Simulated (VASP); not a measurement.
Level of theory: PBEsol GGA, VASP's PBE PAW potentials (set 64) (plane waves; VASP).

A VASP calculation is set up with these files.

KPOINTS:
```
kpoints
0
gamma
14 14 14
```

INCAR:
```
! general
SYSTEM =Nb
PREC   =Accurate
ENCUT  =400
LREAL  =F
LASPH  =T

! electronic loop
EDIFF  =1E-6
NELM   =100
ALGO   =Normal
LMAXMIX=4

! smearing
ISMEAR =1
SIGMA  =0.1

! functional
GGA    =PS

! ions
IBRION =2
NSW    =60
ISIF   =3
EDIFFG =-0.01

! output
LWAVE  =F
LCHARG =F
```

**POSCAR**
```
Nb
1.0
 -1.6332446314   1.6332446314   1.6332446314
  1.6332446314  -1.6332446314   1.6332446314
  1.6332446314   1.6332446314  -1.6332446314
Nb
1
Direct
  0.0000000000   0.0000000000   1.0000000000
```

POTCAR, in this order: Nb_sv (PBE.64 set). Program: vasp_std.

Output of the run:

File OSZICAR:
```
       N       E                     dE             d eps       ncg     rms          rms(c)
DAV:   1     0.898323957983E+02    0.89832E+02   -0.65905E+03  2096   0.107E+03
DAV:   2    -0.775424074513E+01   -0.97587E+02   -0.95365E+02  2322   0.380E+02
DAV:   3    -0.112307397725E+02   -0.34765E+01   -0.33545E+01  2988   0.612E+01
DAV:   4    -0.114078799216E+02   -0.17714E+00   -0.17603E+00  2876   0.124E+01
DAV:   5    -0.114146355569E+02   -0.67556E-02   -0.67506E-02  3054   0.183E+00    0.802E+00
DAV:   6    -0.109928948969E+02    0.42174E+00   -0.80025E-01  3190   0.113E+01    0.284E+00
DAV:   7    -0.109397034272E+02    0.53191E-01   -0.23882E-01  3236   0.599E+00    0.912E-01
DAV:   8    -0.109429323435E+02   -0.32289E-02   -0.11135E-02  2370   0.156E+00    0.443E-02
DAV:   9    -0.109429575534E+02   -0.25210E-04   -0.67685E-04  3384   0.269E-01    0.272E-02
DAV:  10    -0.109429659512E+02   -0.83977E-05   -0.17126E-05  2408   0.536E-02    0.122E-02
DAV:  11    -0.109429602678E+02    0.56833E-05   -0.42932E-06  2470   0.351E-02    0.253E-03
DAV:  12    -0.109429603759E+02   -0.10803E-06   -0.81540E-08  1206   0.390E-03
   1 F= -.10942960E+02 E0= -.10943056E+02  d E =-.109430E+02
```

### OUTCAR
```
------------------------ aborting loop because EDIFF is reached ----------------------------------------
  FORCE on cell =-STRESS in cart. coord.  units (eV):
  Direction    XX          YY          ZZ          XY          YZ          ZX
  --------------------------------------------------------------------------------------
  Total       -0.0048451     -0.0048451     -0.0048451     -0.0000000      0.0000000     -0.0000000
  in kB       -0.4454478     -0.4454478     -0.4454478     -0.0000000      0.0000000     -0.0000000
  external PRESSURE =      -0.4454478 kB  Pullay stress =       0.0000000 kB
  volume of cell :       17.43
      direct lattice vectors                 reciprocal lattice vectors
    -1.633244631  1.633244631  1.633244631     0.000000000  0.306139075  0.306139075
     1.633244631 -1.633244631  1.633244631     0.306139075  0.000000000  0.306139075
     1.633244631  1.633244631 -1.633244631     0.306139075  0.306139075  0.000000000
 POSITION                                       TOTAL-FORCE (eV/Angst)
 -----------------------------------------------------------------------------------
      0.00000      0.00000      0.00000         0.000000      0.000000      0.000000
 -----------------------------------------------------------------------------------
    total drift:                                0.000000     -0.000000      0.000000
  FREE ENERGIE OF THE ION-ELECTRON SYSTEM (eV)
  ---------------------------------------------------
  free  energy   TOTEN  =       -10.9429603759 eV

  energy  without entropy=      -10.9432472481  energy(sigma->0) =      -10.94305600

 reached required accuracy - stopping structural energy minimisation
```
(Selected blocks of OUTCAR.)

The compound is Nb in the bcc structure. It was relaxed first. The start is the result of an earlier pass.
